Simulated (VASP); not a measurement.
Input:

```
CELL_PARAMETERS angstrom
      0.00000     2.96517     2.96517
      2.96517     0.00000     2.96517
      2.96517     2.96517     0.00000
ATOMIC_POSITIONS crystal
  Pb 0.00000 0.00000 0.00000
  F  0.25000 0.25000 0.25000
  F  0.75000 0.75000 0.75000
```

Method: optB86b-vdW, VASP's PBE PAW potentials (set 64) (plane waves; VASP). Run with 520 eV cut-off, 6×6×6 Γ-centred mesh, Gaussian smearing of 0.050 eV, potentials Pb_d F.

Q: What does the run give for the energy per atom (σ→0)?

A: 
```
Item                                   Result
---------------------  ----------------------
energy per atom (σ→0)  -239.2 kJ/mol of atoms
```

Only differences to runs with the same potentials and settings are physical.

The compound is PbF2 in the fluorite structure, the β form. It was relaxed first. The start is the result of an earlier pass.
